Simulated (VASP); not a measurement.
Data:

```xyz
2
Lattice="0.0000 2.6577 2.6577 2.6577 0.0000 2.6577 2.6577 2.6577 0.0000" Properties=species:S:1:pos:R:3 pbc="T T T"
Cd     0.0000     0.0000     0.0000
S      2.6577     2.6577     2.6577
```

Method: PBEsol GGA, VASP's PBE PAW potentials (set 64) (plane waves; VASP). Numerical set-up: 500 eV cut-off, 9×9×9 Γ-centred mesh, Gaussian smearing of 0.050 eV, potentials Cd S.

Problem. Predict the energy per atom (σ→0), pressure.

Solution. 
| Quantity | Result |
|---|---|
| energy per atom (σ→0) | -3.308 eV/atom |
| pressure | 4.97 GPa |

The absolute energy has meaning only against runs of the same code, potentials and settings.

The structure was generated: CdS was put into the rock salt type (Fm-3m), which need not be its known phase. It was relaxed first under an external pressure of 5 GPa.
